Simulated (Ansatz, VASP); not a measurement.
# Cross-check of As (arsenene monolayer) between VASP and Ansatz

One calculation is typed for both programs; each brings its own data sets. How far apart do they land? Of the first pair: The structure shown is the start of the Ansatz relaxation below; VASP solves that cell, so the two are compared at the walk's first step.

Method: plane waves, with VASP 6.6.1 beside it; single point at PBE with D3(BJ), in Ansatz 0.2.0.

## 1. Starting point

The cell holds 2 atoms: 2 As. Its edges and angles: a = 3.610 Å, b = 3.610 Å, c = 33.800 Å, α = 90.0°, β = 90.0°, γ = 120.0°. Vacuum lies along c.

## 2. Ansatz: relaxation, PBE with D3(BJ)

Ansatz runs on its default PAW (the set named soft_2) files.

The two programs are compared at the cell with which this relaxation starts, whose forces are those of its first step.

File input.yaml:

```yaml
crystal:
  lattice:
    - [3.61, 0.0, 0.0]
    - [-1.805, 3.1263517077, 0.0]
    - [0.0, 0.0, 33.799999999]
  atoms:
    - { symbol: As, position: [0.6666666667, 0.3333333333, 0.4792899408] }
    - { symbol: As, position: [0.3333333333, 0.6666666667, 0.5207100592] }
  periodic: [true, true, false]
kpoints:
  mp_grid: { grid: [12, 12, 1] }
hamiltonian:
  xc: pbe
  dispersion: d3bj
scf:
  occupations: { method: fermi_dirac, width: 0.05 }
  convergence: { dr2_threshold: 1.0e-09 }
relax:
  f_tol: 0.004
  max_steps: 90
  cell: {}
output:
  write_potential: true
  write_density: true
  volumetric_format: npy
```

Run with:

```bash
ansatz run input.yaml --threads 2 --pin off --max-ram 3072MiB --backend cpu --events-out ev --progress --plain --runs-dir out
```

Numbers of over 12 decimals in the logs are rounded to 6 here.

The log of the run:

```text
Warning: relax.cell: scf.convergence.dr2_threshold = 1e-9 eV is looser than the 1.53893505643e-10 eV advised for a relaxation that steers and ends on the stress (1e-10 eV for each atom of the cell: 2, times the square of relax.cell.stress_2d_tol = 0.05 N/m over 11.4 Å (the atoms' height at the walk's start and 5 Å past either face), 4.386e-2 GPa, over a crystal's default 0.05). What an SCF threshold leaves in a stress goes as its square root, and in the free energy as the threshold itself, and one threshold admits the most on a small cell: [figures from the program's tests cut] Set scf.convergence.dr2_threshold to 1.53893505643e-10 eV or tighter. [rest of the remark cut]
Engine: ansatz 0.2.0, x86_64-unknown-linux-gnu
Pseudopotentials: kind: paw
Pseudopotential: As, paw, valence charge 15, recommended cutoff 420 eV (normal), As.paw.azcp
Functional definition: PBE
  parameter kappa = 0.804
  parameter beta = 0.066725
  exchange = pbe_x(kappa = kappa, mu = beta*pi^2/3)
  correlation = pbe_c(beta = beta)
Crystal: 2 atoms, lattice volume = 381.471 Å³
Basis set: ecut = 420 eV, 7373 PW (Γ), exchange–correlation on 50×50×480 points (8 copies of the dense FFT grid, shifted against one another)
Bands: 19, of which v1, the nominal top of the filled ones, is band 15 counted from 1 (14 counted from 0)
Symmetry: 12 space group operations
Space group: P-3m1 (ITA 164), of the structure as read, at distance tolerance 7.3e-5 Å
k-points: 19 of 144
Non-local potential: As, projectors of the file, l = 0: 2, l = 1: 2, l = 2: 3, l = 3: 1
PAW form: soft (Blöchl's): semilocal exchange-correlation on the pseudo side does not see the compensation charge
PAW one-centre angular grid: As, 590 points (default); XC on 64 Gauss nodes
Initial density: superposition of atomic densities (neutral atoms: chi_scale 0, normalization atom), corrected by the library's trained network
Initial wavefunctions: pseudopotential atomic-orbital guess
Functional: x = pbe(κ = 0.804, μ = 0.219515), c = pbe(β = 0.066725)
SCF iter   1: F=—  HF=-9712.682693 eV  |F-HF|=—  |Δ(HF+E_count)|=         —  Δρ=5.97e-4  dr2=1.70e-3  ethr=1.77e-3  ⟨swp⟩=10.2  Hψ=2347  notcnv=0
preconditioner: auto → Resta (q_TF=auto, 1.786 Å⁻¹)  ε∞=1.4  [insulator: Δε(μ)=1.598 eV  Ē_g=9.371 eV  σ=0.050 eV  W_gap=1.00  n_scr=18 (ndim 8)  ℏωp=6.0 eV  f_vac=0.835  D(μ)=0.00/eV (n_scr^D=0)  ε∞_Penn≈1.4  vacuum switching on, ρ_ref=6.4e-3 e/Å³]
SCF iter   2: F=—  HF=-9712.682250 eV  |F-HF|=—  |Δ(HF+E_count)|=   4.42e-4  Δρ=3.15e-4  dr2=4.25e-4  ethr=5.66e-6  ⟨swp⟩=3.3  Hψ=968  notcnv=0
SCF iter   3: F=—  HF=-9712.682547 eV  |F-HF|=—  |Δ(HF+E_count)|=   2.97e-4  Δρ=8.88e-5  dr2=2.73e-5  ethr=1.42e-6  ⟨swp⟩=2.8  Hψ=759  notcnv=0
SCF iter   4: F=—  HF=-9712.682501 eV  |F-HF|=—  |Δ(HF+E_count)|=   4.62e-5  Δρ=3.67e-5  dr2=3.76e-6  ethr=9.08e-8  ⟨swp⟩=3.0  Hψ=748  notcnv=0
SCF iter   5: F=—  HF=-9712.682518 eV  |F-HF|=—  |Δ(HF+E_count)|=   1.70e-5  Δρ=7.38e-6  dr2=3.76e-7  ethr=1.25e-8  ⟨swp⟩=3.0  Hψ=749  notcnv=0
SCF iter   6: F=—  HF=-9712.682527 eV  |F-HF|=—  |Δ(HF+E_count)|=   9.79e-6  Δρ=2.60e-6  dr2=2.49e-8  ethr=1.25e-9  ⟨swp⟩=3.2  Hψ=554  notcnv=0
SCF iter   7: F=—  HF=-9712.682527 eV  |F-HF|=—  |Δ(HF+E_count)|=   1.73e-8  Δρ=7.76e-7  dr2=3.16e-9  ethr=8.30e-11  ⟨swp⟩=3.0  Hψ=730  notcnv=0
SCF iter   8: F=-9712.682527 eV  HF=-9712.682527 eV  |F-HF|=1.26e-10  |Δ(HF+E_count)|=   1.81e-9  Δρ=7.71e-8  dr2=2.58e-11  ethr=3.33e-12  ⟨swp⟩=10.8  Hψ=2412  notcnv=0
SCF 1 converged in 8 iterations: F = -9712.682527 eV  dr2 = 2.58e-11
  greatest PAW one-centre occupation: 0.999 electrons in one spin orbital (limit 2), on the As atom at site 1 (counted from 0), in its partial waves of l = 2
relax step   1: F+E_penalty+E_count = -9712.68252736 eV  Δ(F+E_penalty+E_count) = +0.000e0 eV  max|allowed force component| = 1.564e-1 eV/Å  Δτ_max = 0.0000 Å  P = -0.783 N/m  Ω = 381.471 Å³  fix = [c, alpha, beta]  reactions: c +0.000 N/m  (8 SCF iters, accepted)
[...]
relax step   4: F+E_penalty+E_count = -9712.68891740 eV  Δ(F+E_penalty+E_count) = -4.374e-4 eV  max|allowed force component| = 1.756e-3 eV/Å  Δτ_max = 0.0040 Å  P = -0.000 N/m  Ω = 373.203 Å³  energy of the carried Pulay correction = +1.328e-4 eV  fix = [c, alpha, beta]  reactions: c -0.000 N/m  (6 SCF iters, accepted)
[...]
relax step   5: F+E_penalty+E_count = -9712.68878959 eV  Δ(F+E_penalty+E_count) = +1.278e-4 eV  max|allowed force component| = 1.772e-3 eV/Å  Δτ_max = 0.0000 Å  P = -0.001 N/m  Ω = 373.203 Å³  fix = [c, alpha, beta]  reactions: c -0.000 N/m  stress off target by 8.78e-4 N/m on what of the cell is left free  SCF on the basis re-selected at this cell (its energy is not comparable with the rows above)  (4 SCF iters)
basis re-selected at this cell: Δ(F+E_penalty+E_count) = +1.278e-4 eV, ΔP = -0.001 N/m vs the last step (what re-selecting the basis moved, of the pressure what is left beyond the Pulay correction that the steps carried, after the strain that the cell walked since its last selection, with what the two solves' SCF thresholds leave and, on support functions, any second-order correction that the steps lacked; it is no measure of the basis error at this ecutwfc). The dense FFT grid was sized anew with the basis: this SCF ran on 24×24×240 points, the steps before it on 25×25×240, so part of this shift can come from that change (see relax.cell in the input reference). [rest of the remark cut]
WARN: The input density's exchange-correlation potential varies sharply where the density is thin. Do not read a vacuum level from v_tot or v_xc, or from such a field of the output density. On a cell that repeats whose density bears no net charge and no dipole along the vacuum's axis use v_es (v_loc + v_h of the components); under efield.dipole_correction with no amplitude use v_es + v_field, which holds any external [...]
SCF converged after 4 iterations
Free energy (F): -9712.688790 eV
Harris-Foulkes:  -9712.688790 eV  (|F-HF|=2.36e-11)
Internal energy: -9712.688790 eV  (E = F + TS)
E sigma→0 (E₀):  -9712.688790 eV
Entropy (-TS):   -0.000000 eV (-0.000 meV/atom)
Fermi energy:    -4.514720 eV
--- Per-component energies (eV) ---
  E_band       = -914.139537
  E_kinetic    = 204.361791
  E_local      = -58643.079294  (includes V_loc(G=0)·N_el)
  E_nonlocal   = -1341.444311
  E_hartree    = 29278.718424
  E_xc         = -157.818977
  E_vxc        = -157.443381  (∫ρ·V_xc dr)
  E_paw        = -3669.156186  (= ΣΔE_a)
  E_vpaw       = 466.028815  (= ΣTr[D̂ρ^β])
  E_aug_tail   = 0.000014  (compensation charges beyond the density's cutoff)
  E_ewald      = 24616.153394
  E_disp       = -0.423645  (pairwise vdW)
  E_smearing   = -0.000000  (= −TS)
  E_closure    = -0.000000  (closes the sum)
  Σ components = -9712.688790   (vs F -9712.688790, Δ=0.00e0)
--- Forces (eV/Å), atoms counted from 1 ---
  atom   1  As     0.00000000    -0.00000000    -0.00177240
  atom   2  As     0.00000000     0.00000000     0.00177240
  max |Σ_I F_I| component: 2.17e-19 eV/Å
--- 2D stress c σ (N/m, compression-positive) ---
       -0.000878      -0.000000      -0.000000
       -0.000000      -0.000878      -0.000000
       -0.000000      -0.000000      -0.000000
  P = ½ c Tr σ = -0.0009 N/m
--- Band table (eV; the first three rows and the last of 19) ---
  k-point 0: bands = [... 11 lower, -12.5774, -5.9791, -5.2595, -5.2595, -3.2098, -1.7497, -1.7497, -0.5227]
  k-point 1: bands = [... 11 lower, -12.5581, -6.1718, -5.9307, -5.4740, -2.6147, -1.8495, -1.5343, -0.3813]
  k-point 2: bands = [... 11 lower, -12.5468, -7.5402, -5.9475, -5.8226, -3.0112, -1.1410, -1.1174, -0.0343]
  k-point 18: bands = [... 11 lower, -15.2955, -9.7746, -7.3712, -7.3712, -3.3913, -0.7383, -0.7383, 2.7801]
  the weakly bound empty levels are not read free of the cell's end (no_gap_told)
--- Relaxed structure (4 steps of the walk, 4 accepted, 1 SCFs on fresh bases) ---
  F+E_penalty+E_count = -9712.68878959 eV   max|allowed force component| = 1.772e-3 eV/Å   (the final SCF, on the basis selected at the relaxed cell)
  cell:  # Å, volume = 373.2033 Å³
    - [3.570665, 0.0, 0]
    - [-1.785332, 3.092286, 0]
    - [0, 0, 33.799999999]
  atoms:
    - { symbol: As, position: [0.666667, 0.333333, 0.479319] }
    - { symbol: As, position: [0.333333, 0.666667, 0.520681] }
```

Reading the cycles: dr2 is the Hartree energy of the density residual (eV), the measure of convergence; HF is the Harris–Foulkes estimate of the energy, which meets the free energy F at convergence.

## 3. VASP: single point, PBE with D3(BJ), start cell, pair 1

The same cell, functional, mesh and smearing now go to VASP, with its own data sets.

Lines of VASP's logs that name or quote its potential files are left out, and so is its time.

File INCAR:

```
SYSTEM = As
PREC = Accurate
ENCUT = 400
EDIFF = 1E-06
NELM = 120
ISMEAR = -1
SIGMA = 0.05
LREAL = .FALSE.
ALGO = Normal
GGA = PE
IVDW = 12
NBANDS = 11
LORBIT = 11
LWAVE = .FALSE.
LCHARG = .FALSE.
ISIF = 2
LDIPOL = .TRUE.
IDIPOL = 3
DIPOL = 0.5 0.5 0.5
LVHAR = .TRUE.
LASPH = .TRUE.
GGA_COMPAT = .FALSE.
EFERMI = MIDGAP
NELMDL = -8
```

File POSCAR:

```
As
1.0
    3.6100000000      0.0000000000      0.0000000000
   -1.8050000000      3.1263520000      0.0000000000
    0.0000000000      0.0000000000     33.8000000000
As
2
Direct
    0.6666665067      0.3333331733      0.4792899408
    0.3333331733      0.6666665067      0.5207100592
```

File KPOINTS:

```
Automatic mesh
0
Gamma
12 12 1
0 0 0
```

PAW data sets: As (PBE family, release 64).

Run with:

```bash
mpirun -np 1 vasp_std
```

The log of the run:

```text
[banner, memory and clock lines left out]
running    1 mpi-ranks, on    1 nodes
 distrk:  each k-point on    1 cores,    1 groups
 distr:  one band on    1 cores,    1 groups

 POSCAR found type information on POSCAR As
 POSCAR found :  1 types and       2 ions
 LDA part: xc-table for (Slater+PW92), standard interpolation
 POSCAR, INCAR and KPOINTS ok, starting setup
 FFT: planning ... GRIDC
 FFT: planning ... GRID_SOFT
 FFT: planning ... GRID
 WAVECAR not read
 entering main loop
       N       E                     dE             d eps       ncg     rms          rms(c)
DAV:   1     0.644880869838E+02    0.64488E+02   -0.23495E+03   418   0.458E+02
DAV:   2    -0.314900085356E+01   -0.67637E+02   -0.58920E+02   689   0.781E+01
DAV:   3    -0.933148987321E+01   -0.61825E+01   -0.61738E+01   661   0.379E+01
DAV:   4    -0.939280957404E+01   -0.61320E-01   -0.61293E-01   612   0.420E+00
DAV:   5    -0.939311935467E+01   -0.30978E-03   -0.30977E-03   572   0.310E-01
DAV:   6    -0.939312069337E+01   -0.13387E-05   -0.13387E-05   623   0.198E-02
DAV:   7    -0.939312071315E+01   -0.19782E-07   -0.19983E-07   632   0.187E-03
DAV:   8    -0.939312071319E+01   -0.40586E-10   -0.35709E-10   582   0.847E-05    0.323E+00
DAV:   9    -0.935522812242E+01    0.37893E-01   -0.18784E-02   481   0.712E-01    0.193E+00
DAV:  10    -0.933328917746E+01    0.21939E-01   -0.41318E-02   525   0.106E+00    0.120E-01
DAV:  11    -0.933328333918E+01    0.58383E-05   -0.13395E-03   590   0.190E-01    0.412E-02
DAV:  12    -0.933311016222E+01    0.17318E-03   -0.19360E-04   626   0.749E-02    0.206E-02
DAV:  13    -0.933308270161E+01    0.27461E-04   -0.70924E-05   521   0.333E-02    0.944E-03
DAV:  14    -0.933310601687E+01   -0.23315E-04   -0.87435E-06   596   0.124E-02    0.649E-03
DAV:  15    -0.933324906840E+01   -0.14305E-03   -0.53417E-05   485   0.248E-02    0.313E-03
DAV:  16    -0.933331715061E+01   -0.68082E-04   -0.36275E-06   592   0.774E-03    0.177E-03
DAV:  17    -0.933336601508E+01   -0.48864E-04   -0.11425E-06   539   0.389E-03    0.914E-04
DAV:  18    -0.933337937263E+01   -0.13358E-04   -0.18332E-07   605   0.109E-03    0.504E-04
DAV:  19    -0.933339338092E+01   -0.14008E-04   -0.63698E-07   544   0.194E-03    0.364E-04
DAV:  20    -0.933339827718E+01   -0.48963E-05   -0.12956E-07   526   0.786E-04    0.250E-04
DAV:  21    -0.933339942120E+01   -0.11440E-05   -0.13087E-08   466   0.271E-04    0.129E-04
DAV:  22    -0.933340021916E+01   -0.79796E-06   -0.17161E-08   429   0.279E-04
   1 F= -.97475137E+01 E0= -.97475137E+01  d E =-.952236E-08
```

OUTCAR, selected parts (step 3):

```text
ion  position               nearest neighbor table
   1  0.667  0.333  0.479-   2 2.51   2 2.51   2 2.51
   2  0.333  0.667  0.521-   1 2.51   1 2.51   1 2.51

  LATTYP: Found a hexagonal cell.
 ALAT       =     3.6100000000
 C/A-ratio  =     9.3628808864

 Subroutine GETGRP returns: Found 12 space group operations
 (whereof 12 operations were pure point group operations)

The static configuration has the point symmetry D_3d.

 Found     19 irreducible k-points:

   k-points           NKPTS =     19   k-points in BZ     NKDIM =     19   number of bands    NBANDS=     11

   dimension x,y,z NGX =    24 NGY =   24 NGZ =  224
   dimension x,y,z NGXF=    48 NGYF=   48 NGZF=  448

   ENCUT  =  400.0 eV  29.40 Ry    5.42 a.u.   5.89  5.89 55.12*2*pi/ulx,y,z

   NELECT =      10.0000    total number of electrons

 k-points in reciprocal lattice and weights: Automatic mesh
   0.00000000  0.00000000  0.00000000       0.007
   0.08333333  0.00000000  0.00000000       0.042
   0.16666667  0.00000000  0.00000000       0.042
   0.25000000 -0.00000000  0.00000000       0.042
   0.33333333  0.00000000  0.00000000       0.042
   0.41666667  0.00000000  0.00000000       0.042
   0.50000000 -0.00000000  0.00000000       0.021
   0.08333333  0.08333333  0.00000000       0.042
   0.16666667  0.08333333  0.00000000       0.083
[...]
0.33333333  0.25000000  0.00000000       0.083
   0.33333333  0.33333333  0.00000000       0.014

 dipolmoment           0.000000      0.000000     -0.000000 electrons x Angstroem

 average (electrostatic) potential at core
       1 -58.4887       2 -58.4887

 E-fermi :  -3.4687

 k-point     1 :       0.0000    0.0000    0.0000
  band No.  band energies     occupation
      1     -17.6807      2.00000
      2     -11.4251      2.00000
      3      -4.8007      2.00000
      4      -4.2433      2.00000
      5      -4.2433      2.00000
      6      -2.3215      0.00000
      7      -0.7646      0.00000
      8      -0.7646      0.00000
      9       0.5960      0.00000
     10       0.8462      0.00000
    ...

 k-point     2 :       0.0833    0.0000    0.0000
  band No.  band energies     occupation
      1     -17.5891      2.00000
      2     -11.4136      2.00000
      3      -5.1307      2.00000
      4      -4.7567      2.00000
      5      -4.4479      2.00000
      6      -1.6996      0.00000
      7      -0.8786      0.00000
      8      -0.5572      0.00000
      9       0.7261      0.00000
     10       0.9570      0.00000
    ...

 k-point     3 :       0.1667    0.0000    0.0000
  band No.  band energies     occupation
      1     -17.3169      2.00000
      2     -11.4262      2.00000
      3      -6.4377      2.00000
      4      -4.9019      2.00000
      5      -4.6629      2.00000
      6      -2.0028      0.00000
      7      -0.2040      0.00000
      8      -0.1493      0.00000
      9       1.0558      0.00000
     10       1.2915      0.00000
    ...

 Edisp (eV)   -0.41411

  Total      -0.48330    -0.48330    -0.10876     0.00000     0.00000     0.00000
  in kB      -2.02986    -2.02986    -0.45681     0.00000     0.00000     0.00000
  external pressure =       -1.51 kB  Pullay stress =        0.00 kB

  energy-cutoff  :      400.00
  volume of cell :      381.47
      direct lattice vectors                 reciprocal lattice vectors
     3.610000000  0.000000000  0.000000000     0.277008310  0.159930808  0.000000000
    -1.805000000  3.126352000  0.000000000     0.000000000  0.319861615  0.000000000
     0.000000000  0.000000000 33.800000000     0.000000000  0.000000000  0.029585799

 POSITION                                       TOTAL-FORCE (eV/Angst)
 -----------------------------------------------------------------------------------
      1.80500      1.04212     16.20000        -0.000000     -0.000000      0.072692
     -0.00000      2.08423     17.60000         0.000000      0.000000     -0.072692
 -----------------------------------------------------------------------------------
    total drift:                                0.000115      0.000199     -0.000000

  FREE ENERGIE OF THE ION-ELECTRON SYSTEM (eV)
  ---------------------------------------------------
  free  energy   TOTEN  =        -9.7475137331 eV

  energy  without entropy=       -9.7475137235  energy(sigma->0) =       -9.74751373

 vacuum level on the upper side and lower side of the slab         1.109         1.109

 total charge
# of ion       s       p       d       tot
------------------------------------------
    1        1.295   1.368   0.041   2.704
    2        1.295   1.368   0.041   2.704
--------------------------------------------------
tot          2.591   2.736   0.081   5.408

[... 3 further parts left out ...]
```

## 4. Comparison

Known differences besides the potentials themselves: Ansatz cuts the interaction across the vacuum, VASP repeats the sheet with a dipole correction; the data sets hold 30 valence electrons in Ansatz (on its default PAW (the set named soft_2) files) and 10 in VASP; the cutoff is 420 eV in Ansatz and 400 eV in VASP. Total energies have different zeros and are not compared.

Forces (eV/Å; atoms numbered as in POSCAR):

| atom | Ansatz x, y, z | VASP x, y, z |
| --- | --- | --- |
| As1 | 0.000, 0.000, 0.156 | 0.000, 0.000, 0.073 |
| As2 | 0.000, 0.000, -0.156 | 0.000, 0.000, -0.073 |

The forces differ by 48 meV/Å r.m.s., which is 115.2 % of the r.m.s. force of 0.042 eV/Å (both taken over all components). With vacuum in the cell, a pressure given here is an average over mostly empty space and none of the material.

## 5. Further runs

Further runs change the set-up of one program: Ansatz's method, potentials or start, or VASP's data sets, cutoff or form of LDA. The table gives that difference for each run.

| run | r.m.s. force difference (meV/Å) |
| --- | --- |
| as above | 48 |
| VASP with the data sets As_d and a cutoff of 520 eV | 15 |

(Continued in part 2 of 2.)

[Lines on the potential files, build, host, timing and source positions are cut from VASP's logs without a mark.]

[Logs are printed without paths, hosts, clocks, repeated set-up lines and the standing remarks that a program may print on its own settings, such as how far it seeks lower states.]

[Hosts, paths, dates, database ids (printed as entryN), source tags and the programs' standing remarks are cut or masked in the printed files.]
